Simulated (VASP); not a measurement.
A convergence study with VASP on SrO (rock salt): one setting is varied, all else stays as given below, so the limit is that of these other settings. ε∞ is the independent-particle value.

```xyz
2
Lattice="0.0000 2.5800 2.5800 2.5800 0.0000 2.5800 2.5800 2.5800 0.0000" Properties=species:S:1:pos:R:3 pbc="T T T"
Sr     0.0000     0.0000     0.0000
O      2.5800     2.5800     2.5800
```

Calculation: PBE GGA, VASP's PBE PAW potentials (set 64) (plane waves; VASP). The tightest run used: 700 eV cut-off, 8×8×8 Γ-centred mesh, Gaussian smearing of 0.050 eV, potentials Sr_sv O.

The settings run are NBANDS = 9; NBANDS = 10; NBANDS = 12; NBANDS = 16; NBANDS = 24; NBANDS = 40; NBANDS = 72; NBANDS = 136. From which on does the mean ε∞ stay within 0.05  of the tightest run?

From NBANDS = 24 on: it is off by 0.04 there and by no more than 0.05 in any finer run, while NBANDS = 16 is off by 0.17.
```json
[
 {"setting": "NBANDS = 9", "mean ε∞": "1.90", "bands": "9", "difference judged ()": "2.05"},
 {"setting": "NBANDS = 10", "mean ε∞": "2.57", "bands": "10", "difference judged ()": "1.38"},
 {"setting": "NBANDS = 12", "mean ε∞": "3.18", "bands": "12", "difference judged ()": "0.77"},
 {"setting": "NBANDS = 16", "mean ε∞": "3.78", "bands": "16", "difference judged ()": "0.17"},
 {"setting": "NBANDS = 24", "mean ε∞": "3.91", "bands": "24", "difference judged ()": "0.04"},
 {"setting": "NBANDS = 40", "mean ε∞": "3.94", "bands": "40", "difference judged ()": "0.01"},
 {"setting": "NBANDS = 72", "mean ε∞": "3.95", "bands": "72", "difference judged ()": "0.00"},
 {"setting": "NBANDS = 136", "mean ε∞": "3.95", "bands": "136", "difference judged ()": "0.00"}
]
```

Left out are rungs that failed or repeat a setting and relaxations that didn't move; long series are thinned to 24 rows.

The compound is SrO in the rock salt structure. The cell was not relaxed at this level.
